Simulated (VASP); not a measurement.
Wanted: the native input for a VASP 6.6.1 run.

- Task: band structure
- Functional: PBE
- Dispersion: D3(BJ)
- Potentials or basis: VASP PAW PBE potentials, release 64 (Mo_sv)
- Cutoff: 520 eV
- k mesh: 16 × 16 × 16
- Occupations: methfessel-paxton, width 0.1 eV
- Spin: no spin polarisation
- Further INCAR settings: ALGO = Normal; EDIFF = 1e-07; NBANDS = 13

The structure of Mo lies in POSCAR:

```
Mo                                      
1.0
   -1.5657546198      1.5657546198      1.5657546198
    1.5657546198     -1.5657546198      1.5657546198
    1.5657546198      1.5657546198     -1.5657546198
  Mo            
     1
Direct
     0.0000000000000000    0.0000000000000000    0.0000000000000000
```

One way to write it, as run:

INCAR

```
SYSTEM = Mo
PREC = Accurate
ENCUT = 520
EDIFF = 1E-7
ISMEAR = 1
SIGMA = 0.1
LREAL = .FALSE.
LASPH = .TRUE.
NELM = 80
ALGO = Normal
ISIF = 2
LWAVE = .FALSE.
LCHARG = .FALSE.
LMAXMIX = 4
GGA = PE
IVDW = 12
NBANDS = 13
ICORELEVEL = 1
```

KPOINTS

```
regular mesh
0
G
  16 16 16
  0 0 0
```

KPOINTS_OPT

```
explicit points
124
Reciprocal
 0.0000000000  0.0000000000  0.0000000000 1
 0.0263157895 -0.0263157895  0.0263157895 1
 0.0526315789 -0.0526315789  0.0526315789 1
 0.0789473684 -0.0789473684  0.0789473684 1
 0.1052631579 -0.1052631579  0.1052631579 1
 0.1315789474 -0.1315789474  0.1315789474 1
 0.1578947368 -0.1578947368  0.1578947368 1
 0.1842105263 -0.1842105263  0.1842105263 1
 0.2105263158 -0.2105263158  0.2105263158 1
 0.2368421053 -0.2368421053  0.2368421053 1
 0.2631578947 -0.2631578947  0.2631578947 1
 0.2894736842 -0.2894736842  0.2894736842 1
 0.3157894737 -0.3157894737  0.3157894737 1
 0.3421052632 -0.3421052632  0.3421052632 1
 0.3684210526 -0.3684210526  0.3684210526 1
 0.3947368421 -0.3947368421  0.3947368421 1
 0.4210526316 -0.4210526316  0.4210526316 1
 0.4473684211 -0.4473684211  0.4473684211 1
 0.4736842105 -0.4736842105  0.4736842105 1
 0.5000000000 -0.5000000000  0.5000000000 1
 0.5000000000 -0.5000000000  0.5000000000 1
 0.4736842105 -0.4736842105  0.5000000000 1
 0.4473684211 -0.4473684211  0.5000000000 1
 0.4210526316 -0.4210526316  0.5000000000 1
 0.3947368421 -0.3947368421  0.5000000000 1
 0.3684210526 -0.3684210526  0.5000000000 1
 0.3421052632 -0.3421052632  0.5000000000 1
 0.3157894737 -0.3157894737  0.5000000000 1
 0.2894736842 -0.2894736842  0.5000000000 1
 0.2631578947 -0.2631578947  0.5000000000 1
 0.2368421053 -0.2368421053  0.5000000000 1
 0.2105263158 -0.2105263158  0.5000000000 1
 0.1842105263 -0.1842105263  0.5000000000 1
 0.1578947368 -0.1578947368  0.5000000000 1
 0.1315789474 -0.1315789474  0.5000000000 1
 0.1052631579 -0.1052631579  0.5000000000 1
 0.0789473684 -0.0789473684  0.5000000000 1
 0.0526315789 -0.0526315789  0.5000000000 1
 0.0263157895 -0.0263157895  0.5000000000 1
 0.0000000000  0.0000000000  0.5000000000 1
 0.0000000000  0.0000000000  0.5000000000 1
 0.0000000000  0.0000000000  0.4736842105 1
 0.0000000000  0.0000000000  0.4473684211 1
 0.0000000000  0.0000000000  0.4210526316 1
 0.0000000000  0.0000000000  0.3947368421 1
 0.0000000000  0.0000000000  0.3684210526 1
 0.0000000000  0.0000000000  0.3421052632 1
 0.0000000000  0.0000000000  0.3157894737 1
 0.0000000000  0.0000000000  0.2894736842 1
 0.0000000000  0.0000000000  0.2631578947 1
 0.0000000000  0.0000000000  0.2368421053 1
 0.0000000000  0.0000000000  0.2105263158 1
 0.0000000000  0.0000000000  0.1842105263 1
 0.0000000000  0.0000000000  0.1578947368 1
 0.0000000000  0.0000000000  0.1315789474 1
 0.0000000000  0.0000000000  0.1052631579 1
 0.0000000000  0.0000000000  0.0789473684 1
 0.0000000000  0.0000000000  0.0526315789 1
 0.0000000000  0.0000000000  0.0263157895 1
 0.0000000000  0.0000000000  0.0000000000 1
 0.0000000000  0.0000000000  0.0000000000 1
 0.0131578947  0.0131578947  0.0131578947 1
 0.0263157895  0.0263157895  0.0263157895 1
 0.0394736842  0.0394736842  0.0394736842 1
 0.0526315789  0.0526315789  0.0526315789 1
 0.0657894737  0.0657894737  0.0657894737 1
 0.0789473684  0.0789473684  0.0789473684 1
 0.0921052632  0.0921052632  0.0921052632 1
 0.1052631579  0.1052631579  0.1052631579 1
 0.1184210526  0.1184210526  0.1184210526 1
 0.1315789474  0.1315789474  0.1315789474 1
 0.1447368421  0.1447368421  0.1447368421 1
 0.1578947368  0.1578947368  0.1578947368 1
 0.1710526316  0.1710526316  0.1710526316 1
 0.1842105263  0.1842105263  0.1842105263 1
 0.1973684211  0.1973684211  0.1973684211 1
 0.2105263158  0.2105263158  0.2105263158 1
 0.2236842105  0.2236842105  0.2236842105 1
 0.2368421053  0.2368421053  0.2368421053 1
 0.2500000000  0.2500000000  0.2500000000 1
 0.2500000000  0.2500000000  0.2500000000 1
 0.2631578947  0.2105263158  0.2631578947 1
 0.2763157895  0.1710526316  0.2763157895 1
 0.2894736842  0.1315789474  0.2894736842 1
 0.3026315789  0.0921052632  0.3026315789 1
 0.3157894737  0.0526315789  0.3157894737 1
 0.3289473684  0.0131578947  0.3289473684 1
 0.3421052632 -0.0263157895  0.3421052632 1
 0.3552631579 -0.0657894737  0.3552631579 1
 0.3684210526 -0.1052631579  0.3684210526 1
 0.3815789474 -0.1447368421  0.3815789474 1
 0.3947368421 -0.1842105263  0.3947368421 1
 0.4078947368 -0.2236842105  0.4078947368 1
 0.4210526316 -0.2631578947  0.4210526316 1
 0.4342105263 -0.3026315789  0.4342105263 1
 0.4473684211 -0.3421052632  0.4473684211 1
 0.4605263158 -0.3815789474  0.4605263158 1
 0.4736842105 -0.4210526316  0.4736842105 1
 0.4868421053 -0.4605263158  0.4868421053 1
 0.5000000000 -0.5000000000  0.5000000000 1
 0.2500000000  0.2500000000  0.2500000000 1
 0.2368421053  0.2368421053  0.2631578947 1
 0.2236842105  0.2236842105  0.2763157895 1
 0.2105263158  0.2105263158  0.2894736842 1
 0.1973684211  0.1973684211  0.3026315789 1
 0.1842105263  0.1842105263  0.3157894737 1
 0.1710526316  0.1710526316  0.3289473684 1
 0.1578947368  0.1578947368  0.3421052632 1
 0.1447368421  0.1447368421  0.3552631579 1
 0.1315789474  0.1315789474  0.3684210526 1
 0.1184210526  0.1184210526  0.3815789474 1
 0.1052631579  0.1052631579  0.3947368421 1
 0.0921052632  0.0921052632  0.4078947368 1
 0.0789473684  0.0789473684  0.4210526316 1
 0.0657894737  0.0657894737  0.4342105263 1
 0.0526315789  0.0526315789  0.4473684211 1
 0.0394736842  0.0394736842  0.4605263158 1
 0.0263157895  0.0263157895  0.4736842105 1
 0.0131578947  0.0131578947  0.4868421053 1
 0.0000000000  0.0000000000  0.5000000000 1
 0.0000000000  0.0000000000  0.0000000000 1
 0.5000000000 -0.5000000000  0.5000000000 1
 0.2500000000  0.2500000000  0.2500000000 1
 0.0000000000  0.0000000000  0.5000000000 1
```

Potentials or basis: VASP PAW PBE potentials, release 64 (Mo_sv).

Run with:

```console
$ cat potpaw_PBE.64/Mo_sv/POTCAR > POTCAR
$ mpirun -np 1 vasp_std > vasp.out
```

It gave:

```yaml
Pressure: 0.1 GPa
Band_gap_along_the_path: none (metal or under the smearing width)
Dispersion_energy_per_atom: -0.727 eV
```

Caveat: pairwise dispersion overbinds metals, which lowers pressure and volume.

It took 25 s on 1 thread of Intel(R) Xeon(R) Platinum 8259CL CPU @ 2.50GHz (Skylake/Cascade Lake) (shared host), peak memory 0.17 GiB.
